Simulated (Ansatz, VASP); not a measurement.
## ZnCdF4: VASP beside Ansatz

INCAR

```
PREC = Accurate ; ENCUT = 600
EDIFF = 1E-6 ; ISMEAR = 0
SIGMA = 0.1 ; LREAL = F
LASPH = T ; NELM = 100
ALGO = Normal ; ISIF = 3
LWAVE = F ; LCHARG = F
GGA = PE ; IBRION = 2
NSW = 90 ; EDIFFG = -0.04
```

Contents of KPOINTS:

```
regular mesh
0
Gamma
  6 6 4
```

The input POSCAR:

```
ZnCdF4
1.0
    3.6935227601      0.0000000000      0.0000000000
    0.0000000000      3.6935227601      0.0000000000
    0.0000000000      0.0000000000      6.8291878657
Zn Cd F
1 1 4
Direct
    0.0000000000      0.0000000000      0.0000000000
    0.5000000000      0.5000000000      0.5000000000
    0.0000000000      0.0000000000      0.6737842242
    0.5000000000      0.0000000000      0.0000000000
    0.0000000000      0.5000000000      0.0000000000
    0.0000000000      0.0000000000      0.3262157758
```

Input for Ansatz:

```yaml
crystal:
  lattice:
    - [3.6935227601, 0.0, 0.0]
    - [0.0, 3.6935227601, 0.0]
    - [0.0, 0.0, 6.8291878657]
  atoms:
    - { symbol: Zn, position: [0.0, 0.0, 0.0] }
    - { symbol: Cd, position: [0.5, 0.5, 0.5] }
    - { symbol: F, position: [0.0, 0.0, 0.6737842242] }
    - { symbol: F, position: [0.5, 0.0, 0.0] }
    - { symbol: F, position: [0.0, 0.5, 0.0] }
    - { symbol: F, position: [0.0, 0.0, 0.3262157758] }
basis:
  ecutwfc: 420
kpoints:
  mp_grid: { grid: [6, 6, 4] }
hamiltonian:
  xc: pbe
scf:
  occupations: { method: gaussian, width: 0.1 }
  lower_state_search: "off"
output:
  forces: true
  stress: true
  eigenvalues: true
relax:
  adjacent_minimum: "off"
  f_tol: 0.04
  max_steps: 70
  cell: { stress_tol: 0.4 }
```

Alike in both runs: task relaxation of cell and atoms; functional PBE; k mesh 6 × 6 × 4; occupations gaussian, width 0.1 eV; no spin polarisation.

```csv
,VASP,Ansatz
version,VASP 6.6.1,Ansatz 0.2.0
potentials or method,"VASP PAW PBE potentials, release 64 (Zn, Cd, F)","scalar-relativistic, plane waves, PAW"
plane-wave cutoff (eV),600,420
valence electrons in the cell,52,60
```

Ansatz gave:

* gap on the k mesh at the Fermi level, each at its own relaxed structure (eV): none
* relaxed volume (Å³/atom): 15.48
* relaxed cell length with the largest relative difference (Å): 6.839

Q: Which values does VASP return?

A: gap on the k mesh at the Fermi level, each at its own relaxed structure (eV): none; relaxed volume (Å³/atom): 15.50; relaxed cell length with the largest relative difference (Å): 6.825.

A gap of «none» marks a metal or a gap that the smearing closes. The two sets of potentials don't hold the same shells in valence.
